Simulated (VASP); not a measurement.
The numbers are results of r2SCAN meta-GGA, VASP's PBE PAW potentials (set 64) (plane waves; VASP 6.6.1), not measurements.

A VASP calculation is set up with these files.

### POSCAR
```
Dy
1.0
  1.8187465668  -3.1501612523   0.0000000000
  1.8187465668   3.1501612523   0.0000000000
  0.0000000000   0.0000000000   5.5734408723
Dy
2
Cartesian
  1.8187465668   1.0500558509   1.3933602181
  1.8187465668  -1.0500558509   4.1800806542
```

### INCAR
```
# general
SYSTEM =Dy
PREC   =Accurate
ENCUT  =520   # plane-wave cut-off (eV)
LREAL  =.FALSE.   # projection in real space or not
LASPH  =.TRUE.   # aspherical one-centre terms

# electronic loop
EDIFF  =1E-7
NELM   =100   # most electronic steps
ALGO   =Normal   # blocked Davidson
LMAXMIX=6
LMIXTAU=.TRUE.

# smearing
ISMEAR =-5   # tetrahedra, Bloechl

# functional
METAGGA=R2SCAN

# ions
ISIF   =2   # forces and stress, cell fixed

# output
LWAVE  =.FALSE.
LCHARG =.FALSE.
LORBIT =11
NEDOS  =601   # DOS grid
```

KPOINTS:
```
Automatic mesh
0
Gamma
13 13 8
0 0 0
```

**KPOINTS_OPT**
```
k-points along high-symmetry lines
6
Line-mode
Reciprocal
  0.000000   0.000000   0.000000 ! GAMMA
  0.000000   0.500000   0.000000 ! M

  0.000000   0.500000   0.000000 ! M
 -0.333333   0.666667   0.000000 ! K

 -0.333333   0.666667   0.000000 ! K
  0.000000   0.000000   0.000000 ! GAMMA

  0.000000   0.000000   0.000000 ! GAMMA
  0.000000   0.000000   0.500000 ! A

  0.000000   0.000000   0.500000 ! A
  0.000000   0.500000   0.500000 ! L

  0.000000   0.500000   0.500000 ! L
 -0.333333   0.666667   0.500000 ! H

 -0.333333   0.666667   0.500000 ! H
  0.000000   0.000000   0.500000 ! A

  0.000000   0.500000   0.500000 ! L
  0.000000   0.500000   0.000000 ! M

 -0.333333   0.666667   0.500000 ! H
 -0.333333   0.666667   0.000000 ! K
```

POTCAR, in this order: Dy_3 (PBE.64 set). Program: vasp_std.

The resulting files:

OSZICAR:
```
       N       E                     dE             d eps       ncg     rms          rms(c)
DAV:   1    -0.581516916825E+01   -0.58152E+01   -0.90986E+03  2730   0.129E+03
DAV:   2    -0.628351040066E+02   -0.57020E+02   -0.56001E+02  2735   0.319E+02
DAV:   3    -0.661392496605E+02   -0.33041E+01   -0.31088E+01  3803   0.420E+01
DAV:   4    -0.662707463383E+02   -0.13150E+00   -0.12789E+00  3425   0.865E+00
DAV:   5    -0.662756332384E+02   -0.48869E-02   -0.48532E-02  4010   0.127E+00    0.292E+01
DAV:   6    -0.642545467886E+02    0.20211E+01   -0.43767E-01  2905   0.764E+00    0.158E+01
DAV:   7    -0.627495826627E+02    0.15050E+01   -0.58317E-01  4025   0.802E+00    0.149E+00
DAV:   8    -0.641101877838E+02   -0.13606E+01   -0.53278E-01  3865   0.711E+00    0.331E+00
DAV:   9    -0.640952660028E+02    0.14922E-01   -0.25977E-02  2920   0.184E+00    0.103E+00
DAV:  10    -0.639064830650E+02    0.18878E+00   -0.38214E-02  2755   0.251E+00    0.151E+00
DAV:  11    -0.639166023394E+02   -0.10119E-01   -0.72667E-04  3860   0.301E-01    0.133E+00
DAV:  12    -0.639280333919E+02   -0.11431E-01   -0.41719E-02  2740   0.259E+00    0.930E-01
DAV:  13    -0.639392581595E+02   -0.11225E-01   -0.31084E-03  3095   0.724E-01    0.614E-01
DAV:  14    -0.639372647116E+02    0.19934E-02   -0.22088E-04  3065   0.160E-01    0.762E-01
DAV:  15    -0.639410552238E+02   -0.37905E-02   -0.72941E-04  2950   0.280E-01    0.509E-01
DAV:  16    -0.639460423191E+02   -0.49871E-02   -0.31257E-03  2770   0.667E-01    0.133E-01
DAV:  17    -0.639459587080E+02    0.83611E-04   -0.48016E-04  3364   0.229E-01    0.484E-02
DAV:  18    -0.639460191879E+02   -0.60480E-04   -0.71041E-05  2860   0.115E-01    0.164E-02
DAV:  19    -0.639459927036E+02    0.26484E-04   -0.11573E-05  3025   0.491E-02    0.507E-02
DAV:  20    -0.639460345906E+02   -0.41887E-04   -0.13485E-05  2900   0.469E-02    0.204E-02
DAV:  21    -0.639460039091E+02    0.30682E-04   -0.43496E-06  2870   0.329E-02    0.159E-02
DAV:  22    -0.639460171638E+02   -0.13255E-04   -0.14814E-06  3085   0.134E-02    0.796E-03
DAV:  23    -0.639460133864E+02    0.37775E-05   -0.28676E-07  3065   0.641E-03    0.481E-03
DAV:  24    -0.639460161609E+02   -0.27745E-05   -0.34909E-07  2830   0.616E-03    0.773E-04
DAV:  25    -0.639460118589E+02    0.43020E-05   -0.18093E-07  2563   0.548E-03    0.567E-04
DAV:  26    -0.639460134434E+02   -0.15845E-05   -0.12806E-08  1505   0.155E-03    0.383E-04
DAV:  27    -0.639460113015E+02    0.21419E-05   -0.12991E-08  1495   0.156E-03    0.435E-04
DAV:  28    -0.639460119026E+02   -0.60112E-06   -0.27986E-09  1490   0.668E-04    0.189E-04
DAV:  29    -0.639460119269E+02   -0.24301E-07   -0.60128E-10  1485   0.315E-04
   1 F= -.63946012E+02 E0= -.63946012E+02  d E =0.000000E+00
       N       E                     dE             ncg
```

**OUTCAR**
```
------------------------ aborting loop because EDIFF is reached ----------------------------------------
  FORCE on cell =-STRESS in cart. coord.  units (eV):
  Direction    XX          YY          ZZ          XY          YZ          ZX
  --------------------------------------------------------------------------------------
  Total        0.0508739      0.0508739      0.1514689      0.0000000      0.0000000      0.0000000
  in kB        1.2762837      1.2762836      3.7999300      0.0000000      0.0000000      0.0000000
  external PRESSURE =       2.1174991 kB  Pullay stress =       0.0000000 kB
  volume of cell :       63.86
      direct lattice vectors                 reciprocal lattice vectors
     1.818746567 -3.150161252  0.000000000     0.274914608 -0.158722034  0.000000000
     1.818746567  3.150161252  0.000000000     0.274914608  0.158722034  0.000000000
     0.000000000  0.000000000  5.573440872     0.000000000  0.000000000  0.179422375
 POSITION                                       TOTAL-FORCE (eV/Angst)
 -----------------------------------------------------------------------------------
      1.81875      1.05006      1.39336         0.000000     -0.000000      0.000000
      1.81875     -1.05006      4.18008        -0.000000      0.000000      0.000000
 -----------------------------------------------------------------------------------
    total drift:                               -0.000004      0.000105     -0.000010
  FREE ENERGIE OF THE ION-ELECTRON SYSTEM (eV)
  ---------------------------------------------------
  free  energy   TOTEN  =       -63.9460119269 eV

  energy  without entropy=      -63.9460119269  energy(sigma->0) =      -63.94601193

 total charge

# of ion       s       p       d       tot
------------------------------------------
    1        0.463   6.421   1.106   7.990
    2        0.463   6.421   1.106   7.990
--------------------------------------------------
tot          0.926  12.842   2.213  15.980
```
(Selected blocks of OUTCAR.)

### OUTCAR
```
 val. band max:        3.0273686647   @ k =   0.2308  -0.0000   0.1250

 cond. band min:       3.0455332799   @ k =   0.3846   0.0000   0.1250


 Fermi energy:         3.0343774941

 k-point     1 :       0.0000    0.0000    0.0000
  band No.  band energies     occupation
      1     -21.5323      2.00000
      2     -20.9470      2.00000
      3     -20.9470      2.00000
      4     -20.8277      2.00000
      5     -20.8277      2.00000
      6     -20.7745      2.00000
      7      -2.2728      2.00000
      8       0.9019      2.00000
      9       4.2898      0.00000
     10       5.0374      0.00000
     11       5.0374      0.00000
     12       5.6652      0.00000
     13       5.8504      0.00000

 k-point     2 :       0.0769    0.0000    0.0000
  band No.  band energies     occupation
      1     -21.5194      2.00000
      2     -20.9713      2.00000
      3     -20.9558      2.00000
      4     -20.8537      2.00000
      5     -20.8303      2.00000
      6     -20.7812      2.00000
      7      -2.1304      2.00000
      8       1.0337      2.00000
      9       4.1245      0.00000
     10       4.6808      0.00000
     11       5.1723      0.00000
     12       5.6790      0.00000
     13       5.9253      0.00000

 k-point     3 :       0.1538    0.0000    0.0000
  band No.  band energies     occupation
      1     -21.4821      2.00000
      2     -21.0388      2.00000
      3     -20.9793      2.00000
      4     -20.9238      2.00000
      5     -20.8381      2.00000
      6     -20.8012      2.00000
      7      -1.7199      2.00000
      8       1.3916      2.00000
      9       3.7005     -0.00022
     10       4.0789      0.00000
     11       5.2919      0.00000
     12       5.5715      0.00000
     13       5.6866      0.00000

 k-point     4 :       0.2308   -0.0000    0.0000
  band No.  band energies     occupation
      1     -21.4247      2.00000
      2     -21.1346      2.00000
      3     -21.0187      2.00000
...
```

The 4f electrons are frozen in the core of the lanthanide potential, so 4f levels, which can set the real gap, and their magnetism are missing. For a metal the tetrahedron method with Blöchl corrections gives inexact stress and forces.

The compound is Dy in the hcp structure. It was relaxed first.
